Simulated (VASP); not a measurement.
Data:

```
MnO2
1.0
    4.31531     0.00000     0.00000
    0.00000     4.31531     0.00000
    0.00000     0.00000     2.80181
Mn O
2 4
Direct
  0.00000   0.00000   0.00000
  0.50000   0.50000   0.50000
  0.30247   0.30247   0.00000
  0.80247   0.19753   0.50000
  0.19753   0.80247   0.50000
  0.69753   0.69753   0.00000
```
Starting moments (μB, in the order of the record's atoms Mn Mn O O O O): 2.4 -2.4 0.0 0.0 0.0 0.0.

Method: PBEsol GGA, VASP's PBE PAW potentials (set 64) (plane waves; VASP). Run with 620 eV cut-off, 7×7×11 Γ-centred mesh, first-order Methfessel-Paxton smearing of 0.10 eV, potentials Mn_pv O.

Energy and stress use the plane-wave basis of the starting cell.

The ions, cell shape and volume at an external pressure of 20.0 GPa are relaxed. Which structure does the run end with?

```
MnO2
1.0
    4.26788     0.00000     0.00000
    0.00000     4.26788     0.00000
    0.00000     0.00000     2.77508
Mn O
2 4
Direct
  0.00000   0.00000   0.00000
  0.50000   0.50000   0.50000
  0.30177   0.30177   0.00000
  0.80177   0.19823   0.50000
  0.19823   0.80177   0.50000
  0.69823   0.69823   0.00000
```
Space group P4_2/mnm (136), at a tolerance of 0.03 Å. The cell ends with 0.00 μB, on the sites 2.30 -2.30 -0.04 0.04 0.04 -0.04 μB.

How do energy and volume change from the first to the last step?

The energy (σ→0) changes by +25.3 meV/atom and the volume by -3.1 %, in 6 ionic steps.

| step | E(σ→0) (eV) | max force (eV/Å) | pressure (GPa) | volume (Å³) |
|---|---|---|---|---|
| 1 | -50.5490 | 0.004 | 9.99 | 52.18 |
| 2 | -49.9638 | 0.446 | 38.79 | 48.18 |
| 3 | -50.4057 | 0.160 | 19.86 | 50.63 |
| 4 | -50.4018 | 0.163 | 20.04 | 50.60 |
| 5 | -50.3926 | 0.100 | 20.10 | 50.52 |
| 6 | -50.3974 | 0.007 | 20.07 | 50.55 |

The compound is MnO2 in the rutile structure. This run relaxes it under an external pressure of 20 GPa. Symmetry was kept, so distortions that lower it aren't found.
